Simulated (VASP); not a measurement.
Input:

```yaml
crystal:
  lattice:
    - [3.13364, 0.00000, 0.00000]
    - [-1.56682, 2.71381, 0.00000]
    - [0.00000, 0.00000, 5.41222]
  atoms:
    - { symbol: Hf, position: [0.66667, 0.33333, 0.75000] }
    - { symbol: Hf, position: [0.33333, 0.66667, 0.25000] }
    - { symbol: N, position: [0.00000, 0.00000, 0.00000] }
    - { symbol: N, position: [0.00000, 0.00000, 0.50000] }
```

All values below come from r2SCAN meta-GGA, VASP's PBE PAW potentials (set 64) (plane waves; VASP). Run with 520 eV cut-off, 13×13×7 Γ-centred mesh, tetrahedra with Blöchl corrections, potentials Hf_pv N.

**Question.** Give the energies of bands 9 to 18 at the high-symmetry points, in eV from the Fermi level.

**Answer.** 
| band | Γ | M | K | A | L | H |
|---|---|---|---|---|---|---|
| 9 | -9.02 | -8.58 | -6.45 | -6.31 | -6.95 | -7.59 |
| 10 | -5.10 | -6.31 | -6.40 | -6.31 | -6.95 | -7.59 |
| 11 | -5.10 | -6.20 | -6.40 | -4.74 | -5.80 | -5.35 |
| 12 | -3.96 | -5.86 | -6.26 | -4.74 | -5.80 | -5.35 |
| 13 | -3.96 | -3.64 | -6.26 | -4.74 | -4.85 | -4.79 |
| 14 | -2.04 | -2.93 | -3.62 | -4.74 | -4.85 | -4.79 |
| 15 | -0.49 | -2.76 | 0.04 | 1.94 | -0.38 | 0.44 |
| 16 | 0.82 | 2.44 | 0.04 | 1.94 | -0.38 | 0.44 |
| 17 | 0.82 | 2.89 | 4.42 | 3.03 | 4.90 | 3.17 |
| 18 | 1.16 | 4.61 | 4.42 | 3.04 | 4.93 | 3.17 |

It has no gap at this level: it comes out as a metal or semimetal.

The structure comes from a computed database's HfN entry (P6_3/mmc); how it stands against other phases isn't given here. It was relaxed first.
